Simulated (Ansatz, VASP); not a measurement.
# Zr2Ti (Zr2Ti in the C11b ordering) in two plane-wave programs, part 2 of 2

Aim: how closely do two programs agree when they are given the same cell, functional and k mesh? The cell is generated by rule, not measured, and may not be a known phase. The cell is taken from a series of runs on this material, whose earlier steps may have relaxed, scaled, displaced or heated it; both programs get it as it stands.

VASP 6.6.1 and Ansatz 0.2.0.

So far: The structure; Ansatz: zone-centre phonons, PBE.

## (3) VASP: zone-centre phonons, PBE

Level of this step: PBE; plane waves and PAW (Ti_sv, Zr_sv); invented cell (VASP).

The same cell, functional, mesh and smearing now go to VASP, with its own data sets.

Lines of VASP's logs that name or quote its potential files are left out, and so is its time.

INCAR reads:

```
SYSTEM = Zr2Ti
PREC = Accurate
ENCUT = 500
EDIFF = 1E-08
NELM = 120
ISMEAR = 1
SIGMA = 0.2
LREAL = .FALSE.
ALGO = Normal
GGA = PE
NBANDS = 24
LASPH = .TRUE.
LORBIT = 11
LWAVE = .FALSE.
LCHARG = .FALSE.
ISIF = 2
IBRION = 8
GGA_COMPAT = .FALSE.
KPAR = 2
```

POSCAR reads:

```
Zr2Ti
1.0
    3.1082203408      0.0000000000     -0.0000014814
    0.0000000000      3.1082203408     -0.0000014814
    1.5541133178      1.5541133178      6.6035726665
Ti Zr
1 2
Direct
    0.0000000000      0.0000000000      0.0000000000
    0.6582920427      0.6582920427      0.6834159145
    0.3417079573      0.3417079573      0.3165840855
```

KPOINTS reads:

```
Automatic mesh
0
Gamma
6 6 6
0 0 0
```

Potentials, in the order of the species: Ti_sv and Zr_sv (PBE family, release 64).

The run is started by

```console
$ mpirun -np 2 vasp_std
```

Numbers of over 12 decimals in the logs are rounded to 6 here.

Output:

```text
[banner, memory and clock lines left out]
running    2 mpi-ranks, on    1 nodes
 distrk:  each k-point on    1 cores,    2 groups
 distr:  one band on    1 cores,    1 groups

 POSCAR found type information on POSCAR TiZr
 POSCAR found :  2 types and       3 ions
 LDA part: xc-table for (Slater+PW92), standard interpolation
 POSCAR, INCAR and KPOINTS ok, starting setup
 FFT: planning ... GRIDC
 FFT: planning ... GRID_SOFT
 FFT: planning ... GRID
 WAVECAR not read
 entering main loop
       N       E                     dE             d eps       ncg     rms          rms(c)
DAV:   1     0.422331983373E+03    0.42233E+03   -0.18380E+04  1440   0.156E+03
DAV:   2     0.106698384681E+02   -0.41166E+03   -0.40413E+03  1568   0.479E+02
DAV:   3    -0.245848173475E+02   -0.35255E+02   -0.34608E+02  2672   0.119E+02
DAV:   4    -0.265908979874E+02   -0.20061E+01   -0.19900E+01  1888   0.255E+01
DAV:   5    -0.266865812085E+02   -0.95683E-01   -0.95642E-01  2272   0.487E+00    0.179E+01
DAV:   6    -0.266313124046E+02    0.55269E-01   -0.25220E+01  2048   0.264E+01    0.124E+01
DAV:   7    -0.253252351560E+02    0.13061E+01   -0.33763E+01  2080   0.226E+01    0.726E+00
DAV:   8    -0.247221433644E+02    0.60309E+00   -0.20086E+00  1880   0.805E+00    0.231E+00
DAV:   9    -0.246600091460E+02    0.62134E-01   -0.50540E-01  2368   0.332E+00    0.108E+00
DAV:  10    -0.246927740489E+02   -0.32765E-01   -0.20268E-01  2032   0.256E+00    0.131E+00
DAV:  11    -0.246666505112E+02    0.26124E-01   -0.14158E-01  1992   0.183E+00    0.202E-01
DAV:  12    -0.246667603267E+02   -0.10982E-03   -0.26947E-03  2232   0.239E-01    0.107E-01
DAV:  13    -0.246668353458E+02   -0.75019E-04   -0.19234E-04  1728   0.110E-01    0.392E-02
DAV:  14    -0.246668543047E+02   -0.18959E-04   -0.10670E-04  2072   0.697E-02    0.338E-02
DAV:  15    -0.246668422752E+02    0.12030E-04   -0.45595E-05  2072   0.365E-02    0.126E-02
DAV:  16    -0.246668416307E+02    0.64451E-06   -0.65093E-06  2120   0.163E-02    0.173E-03
DAV:  17    -0.246668417328E+02   -0.10209E-06   -0.21678E-07  1952   0.303E-03    0.513E-04
DAV:  18    -0.246668418026E+02   -0.69797E-07   -0.12625E-08  1288   0.812E-04    0.220E-04
DAV:  19    -0.246668418254E+02   -0.22821E-07   -0.32733E-09  1096   0.457E-04    0.518E-05
DAV:  20    -0.246668418171E+02    0.83073E-08   -0.81709E-10   960   0.252E-04
   1 F= -.24666842E+02 E0= -.24662697E+02  d E =-.124341E-01
 Linear response reoptimize wavefunctions to high precision
DAV:   1    -0.246668418223E+02   -0.51868E-08   -0.45757E-10  1112   0.171E-04
DAV:   2    -0.246668418223E+02   -0.52751E-10   -0.17273E-10   952   0.995E-05
 Linear response DOF=           4
 Linear response progress:
  Degree of freedom:   1/  4
       N       E                     dE             d eps       ncg     rms          rms(c)
RMM:   1    -0.629341034932E+00   -0.62934E+00    0.28418E+01  2344   0.102E+02
RMM:   2    -0.603121930240E+00    0.26219E-01   -0.29769E-01  3313   0.276E+00    0.271E-01
RMM:   3    -0.601584214142E+00    0.15377E-02   -0.27766E-02  4056   0.708E-01    0.118E-01
RMM:   4    -0.602986174689E+00   -0.14020E-02   -0.16109E-02  4722   0.315E-01    0.202E-02
RMM:   5    -0.603758245855E+00   -0.77207E-03   -0.20315E-03  4876   0.126E-01    0.228E-02
RMM:   6    -0.604109397719E+00   -0.35115E-03   -0.39725E-04  4694   0.554E-02    0.116E-02
RMM:   7    -0.604676032135E+00   -0.56663E-03   -0.14030E-04  4944   0.319E-02    0.315E-03
RMM:   8    -0.604811123459E+00   -0.13509E-03   -0.52069E-05  5228   0.159E-02    0.798E-04
RMM:   9    -0.604824658248E+00   -0.13535E-04   -0.24135E-05  5531   0.970E-03    0.341E-04
RMM:  10    -0.604826352423E+00   -0.16942E-05   -0.14364E-05  5710   0.648E-03    0.361E-04
RMM:  11    -0.604838190260E+00   -0.11838E-04   -0.25855E-06  5315   0.507E-03    0.878E-05
RMM:  12    -0.604837034445E+00    0.11558E-05   -0.58924E-06  5714   0.405E-03    0.931E-05
RMM:  13    -0.604837910304E+00   -0.87586E-06   -0.58299E-06  5842   0.342E-03    0.810E-05
RMM:  14    -0.604837839399E+00    0.70905E-07   -0.55755E-06  5860   0.296E-03    0.132E-04
RMM:  15    -0.604836774729E+00    0.10647E-05   -0.56348E-06  5486   0.264E-03    0.168E-04
RMM:  16    -0.604837248637E+00   -0.47391E-06   -0.32489E-06  5809   0.236E-03    0.187E-04
RMM:  17    -0.604837351962E+00   -0.10333E-06   -0.41979E-06  5556   0.215E-03    0.191E-04
RMM:  18    -0.604838380009E+00   -0.10280E-05   -0.25175E-06  5170   0.198E-03    0.180E-04
 first order change of Fermi-energy   0.61860E-03
 force on displaced ion       1 direction 1 :  -2.743   0.000   0.000
 Linear response progress:
  Degree of freedom:   2/  4
       N       E                     dE             d eps       ncg     rms          rms(c)
RMM:   1    -0.685860681376E+00   -0.68586E+00    0.33081E+01  1788   0.104E+02
RMM:   2    -0.657350924604E+00    0.28510E-01   -0.25197E-01  2196   0.260E+00    0.306E-01
RMM:   3    -0.657468027867E+00   -0.11710E-03   -0.35378E-02  2534   0.710E-01    0.148E-01
RMM:   4    -0.658568792648E+00   -0.11008E-02   -0.11499E-02  2763   0.319E-01    0.802E-02
RMM:   5    -0.659004584343E+00   -0.43579E-03   -0.17767E-03  3018   0.137E-01    0.242E-02
RMM:   6    -0.659322891027E+00   -0.31831E-03   -0.26328E-04  3170   0.700E-02    0.219E-02
RMM:   7    -0.659448303866E+00   -0.12541E-03    0.14272E-05  3113   0.378E-02    0.908E-03
RMM:   8    -0.659777070419E+00   -0.32877E-03    0.61451E-05  3262   0.235E-02    0.216E-03
RMM:   9    -0.659776617374E+00    0.45305E-06    0.10149E-04  3292   0.119E-02    0.113E-03
RMM:  10    -0.659802275010E+00   -0.25658E-04    0.85487E-05  3503   0.783E-03    0.524E-04
RMM:  11    -0.659810436697E+00   -0.81617E-05    0.55295E-05  3564   0.555E-03    0.351E-04
RMM:  12    -0.659816889391E+00   -0.64527E-05    0.39550E-05  3549   0.421E-03    0.786E-05
RMM:  13    -0.659816690670E+00    0.19872E-06    0.23109E-05  3592   0.339E-03    0.128E-04
RMM:  14    -0.659819009076E+00   -0.23184E-05    0.13603E-05  3563   0.281E-03    0.731E-05
RMM:  15    -0.659822156525E+00   -0.31474E-05    0.90956E-06  3426   0.246E-03    0.680E-05
RMM:  16    -0.659820702271E+00    0.14543E-05    0.53604E-06  3428   0.215E-03    0.707E-05
RMM:  17    -0.659821029906E+00   -0.32763E-06    0.24658E-06  3650   0.190E-03    0.922E-05
RMM:  18    -0.659821645441E+00   -0.61553E-06    0.74484E-07  3405   0.170E-03    0.837E-05
RMM:  19    -0.659821799271E+00   -0.15383E-06   -0.16592E-07  3683   0.156E-03    0.958E-05
RMM:  20    -0.659822192785E+00   -0.39351E-06   -0.80287E-07  3313   0.144E-03    0.851E-05
 first order change of Fermi-energy   0.12509E-02
 force on displaced ion       1 direction 3 :  -0.000  -0.000  -5.606
 Linear response progress:
  Degree of freedom:   3/  4
       N       E                     dE             d eps       ncg     rms          rms(c)
RMM:   1    -0.676855180272E+00   -0.67686E+00    0.27597E+00  3599   0.114E+01
RMM:   2    -0.629328324877E+00    0.47527E-01   -0.27303E-01  5744   0.238E+00    0.223E-01
RMM:   3    -0.631055828406E+00   -0.17275E-02   -0.48726E-02  7254   0.854E-01    0.982E-02
RMM:   4    -0.632688334876E+00   -0.16325E-02   -0.11387E-02  8378   0.402E-01    0.286E-02
RMM:   5    -0.633634925074E+00   -0.94659E-03   -0.47317E-03  8372   0.250E-01    0.176E-02
RMM:   6    -0.633881226550E+00   -0.24630E-03   -0.21988E-03  8483   0.170E-01    0.213E-02
RMM:   7    -0.634008329937E+00   -0.12710E-03   -0.10983E-03  8416   0.122E-01    0.170E-02
RMM:   8    -0.633987797143E+00    0.20533E-04   -0.61775E-04  8233   0.942E-02    0.723E-03
RMM:   9    -0.633948338548E+00    0.39459E-04   -0.33760E-04  8060   0.732E-02    0.211E-02
RMM:  10    -0.634069239168E+00   -0.12090E-03   -0.19328E-04  8055   0.571E-02    0.165E-03
RMM:  11    -0.634083000644E+00   -0.13761E-04   -0.13653E-04  8611   0.417E-02    0.275E-03
RMM:  12    -0.634057410735E+00    0.25590E-04   -0.89818E-05  8453   0.327E-02    0.173E-03
RMM:  13    -0.634051718235E+00    0.56925E-05   -0.65111E-05  8516   0.262E-02    0.536E-04
RMM:  14    -0.634041368068E+00    0.10350E-04   -0.37729E-05  8560   0.214E-02    0.127E-03
RMM:  15    -0.634040821061E+00    0.54701E-06   -0.39913E-05  8672   0.175E-02    0.123E-03
RMM:  16    -0.634042877748E+00   -0.20567E-05   -0.15573E-05  8524   0.144E-02    0.975E-04
RMM:  17    -0.634043321983E+00   -0.44423E-06   -0.25551E-05  8753   0.122E-02    0.645E-04
RMM:  18    -0.634045089953E+00   -0.17680E-05   -0.65341E-06  8526   0.104E-02    0.799E-04
RMM:  19    -0.634044793699E+00    0.29625E-06   -0.16313E-05  8588   0.890E-03    0.630E-04
RMM:  20    -0.634045171163E+00   -0.37746E-06   -0.29061E-06  8689   0.771E-03    0.824E-04
RMM:  21    -0.634044562254E+00    0.60891E-06   -0.99714E-06  8427   0.676E-03    0.717E-04
 first order change of Fermi-energy  -0.82434E-04
 force on displaced ion       2 direction 1 :  -2.692  -0.000  -0.029
 Linear response progress:
  Degree of freedom:   4/  4
       N       E                     dE             d eps       ncg     rms          rms(c)
RMM:   1    -0.818112303202E+00   -0.81811E+00    0.28358E+00  1606   0.116E+01
RMM:   2    -0.772382589563E+00    0.45730E-01   -0.29617E-01  2505   0.244E+00    0.287E-01
RMM:   3    -0.777214312229E+00   -0.48317E-02   -0.51523E-02  2707   0.104E+00    0.400E-01
RMM:   4    -0.775597955308E+00    0.16164E-02   -0.14361E-02  2694   0.642E-01    0.992E-02
RMM:   5    -0.776598039241E+00   -0.10001E-02   -0.63196E-03  3220   0.348E-01    0.521E-02
RMM:   6    -0.776974530283E+00   -0.37649E-03   -0.25909E-03  3521   0.204E-01    0.235E-02
RMM:   7    -0.777112695355E+00   -0.13817E-03   -0.13167E-03  3628   0.137E-01    0.201E-02
RMM:   8    -0.777159547691E+00   -0.46852E-04   -0.68122E-04  3624   0.980E-02    0.152E-02
RMM:   9    -0.777120194321E+00    0.39353E-04   -0.37802E-04  3527   0.774E-02    0.827E-03
RMM:  10    -0.777176186663E+00   -0.55992E-04   -0.20311E-04  3379   0.576E-02    0.508E-03
RMM:  11    -0.777174341966E+00    0.18447E-05   -0.11766E-04  3621   0.434E-02    0.375E-03
RMM:  12    -0.777162554051E+00    0.11788E-04   -0.67046E-05  3628   0.326E-02    0.252E-03
RMM:  13    -0.777173770797E+00   -0.11217E-04   -0.38900E-05  3493   0.251E-02    0.293E-03
RMM:  14    -0.777159737443E+00    0.14033E-04   -0.23014E-05  3632   0.200E-02    0.678E-04
[...]
RMM:  21    -0.777152353722E+00    0.33422E-05   -0.16168E-06  3457   0.505E-03    0.109E-03
RMM:  22    -0.777148846493E+00    0.35072E-05    0.30954E-07  3540   0.431E-03    0.595E-04
RMM:  23    -0.777144879795E+00    0.39667E-05   -0.53513E-07  3602   0.375E-03    0.103E-04
RMM:  24    -0.777145095380E+00   -0.21558E-06    0.42905E-07  3586   0.306E-03    0.946E-05
RMM:  25    -0.777143758247E+00    0.13371E-05    0.97939E-08  3632   0.268E-03    0.170E-04
RMM:  26    -0.777143648471E+00    0.10978E-06    0.25383E-07  3592   0.227E-03    0.162E-04
RMM:  27    -0.777143388063E+00    0.26041E-06    0.33392E-07  3701   0.195E-03    0.192E-04
RMM:  28    -0.777143022422E+00    0.36564E-06    0.46482E-07  3672   0.168E-03    0.189E-04
 first order change of Fermi-energy  -0.13978E+00
 force on displaced ion       2 direction 3 :  -0.000  -0.000  -4.292
 Linear response finished
```

Parts of OUTCAR (step 3):

```text
ion  position               nearest neighbor table
   1  0.000  0.000  0.000-   2 3.03   3 3.03   2 3.03   3 3.03   3 3.03   2 3.03   3 3.03   2 3.03

  LATTYP: Found a body centered tetragonal cell.
 ALAT       =     3.1082203408
 C/A-ratio  =     4.2491029746

 Subroutine GETGRP returns: Found 16 space group operations
 (whereof 16 operations were pure point group operations)

The static configuration has the point symmetry D_4h.

 Found     30 irreducible k-points:

   k-points           NKPTS =     30   k-points in BZ     NKDIM =     30   number of bands    NBANDS=     24

   dimension x,y,z NGX =    24 NGY =   24 NGZ =   54
   dimension x,y,z NGXF=    48 NGYF=   48 NGZF=  108

   ENCUT  =  500.0 eV  36.75 Ry    6.06 a.u.   5.67  5.67 12.69*2*pi/ulx,y,z

   NELECT =      36.0000    total number of electrons

 k-points in reciprocal lattice and weights: Automatic mesh
   0.00000000  0.00000000  0.00000000       0.005
   0.16666667  0.00000000 -0.00000000       0.037
   0.33333333  0.00000000 -0.00000000       0.037
   0.50000000 -0.00000000  0.00000000       0.019
   0.16666667  0.16666667  0.00000000       0.037
   0.33333333  0.16666667 -0.00000000       0.074
   0.50000000  0.16666667 -0.00000000       0.074
  -0.33333333  0.16666667  0.00000000       0.074
  -0.16666667  0.16666667  0.00000000       0.019
[...]
-0.16666667 -0.16666667  0.33333333       0.019
   0.00000000  0.00000000  0.50000000       0.005

 average (electrostatic) potential at core
       1 -72.2129       2 -74.6255       3 -74.6255

  Total        0.0472667      0.0472667     -0.0297788     -0.0000000     -0.0000000     -0.0000000
  in kB        1.1870341      1.1870341     -0.7478500     -0.0000000     -0.0000009     -0.0000009
  external PRESSURE =       0.5420727 kB  Pullay stress =       0.0000000 kB

  energy-cutoff  :      500.00
  volume of cell :       63.80
      direct lattice vectors                 reciprocal lattice vectors
     3.108220341  0.000000000 -0.000001481     0.321727477 -0.000000036 -0.075716726
     0.000000000  3.108220341 -0.000001481    -0.000000036  0.321727477 -0.075716726
     1.554113318  1.554113318  6.603572666     0.000000072  0.000000072  0.151433145

 POSITION                                       TOTAL-FORCE (eV/Angst)
 -----------------------------------------------------------------------------------
      0.00000      0.00000      0.00000         0.000000      0.000000      0.000000
      3.10822      3.10822      4.51298         0.000000      0.000000      0.062869
      1.55411      1.55411      2.09059        -0.000000     -0.000000     -0.062869
 -----------------------------------------------------------------------------------
    total drift:                               -0.000000     -0.000000     -0.000000

 Eigenvectors and eigenvalues of the dynamical matrix
 ----------------------------------------------------

   1 f  =    6.000349 THz    37.701302 2PiTHz  200.150086 cm-1    24.815437 meV
             X         Y         Z           dx          dy          dz
      0.000000  0.000000  0.000000    -0.000000   -0.000000   -0.891546
      3.108222  3.108222  4.512985     0.000000    0.000000    0.320271
      1.554111  1.554111  2.090585     0.000000    0.000000    0.320271

   2 f  =    4.240237 THz    26.642197 2PiTHz  141.439094 cm-1    17.536205 meV
             X         Y         Z           dx          dy          dz
      0.000000  0.000000  0.000000     0.624227    0.623909   -0.000001
      3.108222  3.108222  4.512985    -0.235155   -0.235035    0.000000
      1.554111  1.554111  2.090585    -0.235155   -0.235035    0.000000

   3 f  =    4.240237 THz    26.642197 2PiTHz  141.439094 cm-1    17.536205 meV
             X         Y         Z           dx          dy          dz
      0.000000  0.000000  0.000000     0.623909   -0.624227    0.000000
      3.108222  3.108222  4.512985    -0.235035    0.235155   -0.000000
      1.554111  1.554111  2.090585    -0.235035    0.235155   -0.000000

   4 f  =    3.951063 THz    24.825260 2PiTHz  131.793272 cm-1    16.340276 meV
             X         Y         Z           dx          dy          dz
      0.000000  0.000000  0.000000     0.000000    0.000000   -0.000000
      3.108222  3.108222  4.512985     0.000000    0.000000    0.707107
      1.554111  1.554111  2.090585    -0.000000   -0.000000   -0.707107

   5 f  =    3.233089 THz    20.314095 2PiTHz  107.844228 cm-1    13.370974 meV
             X         Y         Z           dx          dy          dz
      0.000000  0.000000  0.000000    -0.000000   -0.000000    0.000000
      3.108222  3.108222  4.512985     0.500233    0.499767   -0.000000
      1.554111  1.554111  2.090585    -0.500233   -0.499767    0.000000

   6 f  =    3.233089 THz    20.314095 2PiTHz  107.844228 cm-1    13.370974 meV
             X         Y         Z           dx          dy          dz
      0.000000  0.000000  0.000000     0.000000    0.000000    0.000000
      3.108222  3.108222  4.512985    -0.499767    0.500233   -0.000000
      1.554111  1.554111  2.090585     0.499767   -0.500233    0.000000

   7 f/i=    0.020241 THz     0.127178 2PiTHz    0.675169 cm-1     0.083710 meV
             X         Y         Z           dx          dy          dz
      0.000000  0.000000  0.000000    -0.000000   -0.000000   -0.452931
      3.108222  3.108222  4.512985    -0.000000   -0.000000   -0.630418
      1.554111  1.554111  2.090585    -0.000000   -0.000000   -0.630418

   8 f/i=    0.068201 THz     0.428520 2PiTHz    2.274945 cm-1     0.282057 meV
             X         Y         Z           dx          dy          dz
      0.000000  0.000000  0.000000     0.213778   -0.418781    0.000000
      3.108222  3.108222  4.512985     0.283741   -0.555834    0.000000
      1.554111  1.554111  2.090585     0.283741   -0.555834    0.000000

   9 f/i=    0.068201 THz     0.428520 2PiTHz    2.274945 cm-1     0.282057 meV
             X         Y         Z           dx          dy          dz
      0.000000  0.000000  0.000000    -0.418781   -0.213778    0.000000
      3.108222  3.108222  4.512985    -0.555834   -0.283741    0.000000
      1.554111  1.554111  2.090585    -0.555834   -0.283741    0.000000

 ELASTIC MODULI CONTR FROM IONIC RELAXATION (kBar)
 Direction    XX          YY          ZZ          XY          YZ          ZX
 --------------------------------------------------------------------------------
 XX          -1.0114     -1.0114     -6.0905     -0.0000     -0.0000     -0.0000
 YY          -1.0114     -1.0114     -6.0905     -0.0000     -0.0000     -0.0000
 ZZ          -6.0905     -6.0905    -36.6756      0.0000      0.0000      0.0000
 XY          -0.0000     -0.0000      0.0000     -0.0000     -0.0000     -0.0000
 YZ          -0.0000     -0.0000      0.0000     -0.0000    -46.5682      0.0000
 ZX          -0.0000     -0.0000      0.0000     -0.0000      0.0000    -43.9204
 --------------------------------------------------------------------------------
```

## (4) Comparison

Known differences besides the potentials themselves: VASP's run holds the zone centre alone; the cutoff is 420 eV in Ansatz and 500 eV in VASP. Total energies have different zeros and are not compared.

Compared:

```
                  quantity  Ansatz   VASP  difference
optical mode 1 to 2 (cm⁻¹)    98.8  107.8     -8.36 %
     optical mode 3 (cm⁻¹)   132.4  131.8     +0.45 %
optical mode 4 to 5 (cm⁻¹)   139.1  141.4     -1.67 %
     optical mode 6 (cm⁻¹)   199.5  200.2     -0.34 %
```

Modes are paired by rising frequency, not by their patterns, so a pair may set unlike modes beside each other; they are those without the splitting of longitudinal modes.

## (5) What came out

| Item | Value |
| --- | --- |
| r.m.s. difference of the optical zone-centre modes, each program's sorted by frequency (zone-centre phonons, PBE) | 5.4 cm⁻¹ |
| difference in optical mode 1 to 2 (zone-centre phonons, PBE) | -8.4 % |

What this shows: The r.m.s. difference of the optical zone-centre modes, each program's sorted by frequency is 5.4 cm⁻¹ (zone-centre phonons, PBE). Among the rows given in per cent, the largest difference of the zone-centre phonons, PBE pair is in optical mode 1 to 2, -8.4 %. Such differences can come from data sets, numerical settings and the points named under the comparisons, not from the functional's error against experiment.

[Lines on the potential files, build, host, timing and source positions are cut from VASP's logs without a mark.]

[Logs are printed without paths, hosts, clocks, repeated set-up lines and the standing remarks that a program may print on its own settings, such as how far it seeks lower states.]

[Hosts, paths, dates, database ids (printed as entryN), source tags and the programs' standing remarks are cut or masked in the printed files.]
